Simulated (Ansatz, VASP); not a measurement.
# ZrWS3 in VASP and in Ansatz

```
Zr W S
1.0
     3.83767    0.00000    0.00000
    -1.91883    3.32352    0.00000
     0.00000    0.00000    7.98245
Zr W S
1 1 3
Direct
  0.33333 0.66667 0.50000
  0.00000 0.00000 0.00000
  0.00000 0.00000 0.31366
  0.00000 0.00000 0.68634
  0.33333 0.66667 0.00000
```

Alike in both runs: task relaxation of cell and atoms; functional PBE; k mesh 6 × 6 × 2; occupations gaussian, width 0.1 eV; no spin polarisation.

```csv
,VASP,Ansatz
version,VASP 6.6.1,Ansatz 0.2.0
potentials or method,"VASP PAW PBE potentials, release 64 (Zr_sv, W_sv, S)","scalar-relativistic, plane waves, PAW"
plane-wave cutoff (eV),600,420
valence electrons in the cell,44,44
```

|  | VASP | Ansatz | Ansatz less VASP |
| --- | --- | --- | --- |
| gap on the k mesh at the Fermi level, each at its own relaxed structure (eV) | none | none | - |
| relaxed volume (Å³/atom) | 20.42 | 20.40 | -0.024 |
| relaxed cell length with the largest relative difference (Å) | 7.978 | 7.967 | -0.0112 |

A gap of «none» marks a metal or a gap that the smearing closes.

Caveats: the k mesh is coarse (spacing up to 0.39 Å⁻¹), so the values aren't converged. The runs have no spin-orbit coupling, so splittings on W are missing.
